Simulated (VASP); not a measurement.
```xyz
2
Lattice="2.9145 0.0000 0.0000 0.0000 2.9145 0.0000 0.0000 0.0000 2.9145" Properties=species:S:1:pos:R:3 pbc="T T T"
Si     1.4573     1.4573     1.4573
Ru     0.0000     0.0000     0.0000
```

All values below come from r2SCAN meta-GGA, VASP's PBE PAW potentials (set 64) (plane waves; VASP). Settings: 400 eV cut-off, 14×14×14 Γ-centred mesh, tetrahedra with Blöchl corrections, potentials Si Ru_pv.

Problem. The job: SiRu (space group Pm-3m), 2 atoms, r2SCAN, static run, 400 eV, 14×14×14 Γ-centred mesh. Roughly how much core time does it take on a busy server core?

Solution. About 2 core-minutes (one run on a shared machine, a rough figure). It had 120 irreducible k-points, 13 bands, up to 468 plane waves and 18 electronic steps.

The structure comes from a computed database's SiRu entry (Pm-3m); how it stands against other phases isn't given here. It was relaxed first.
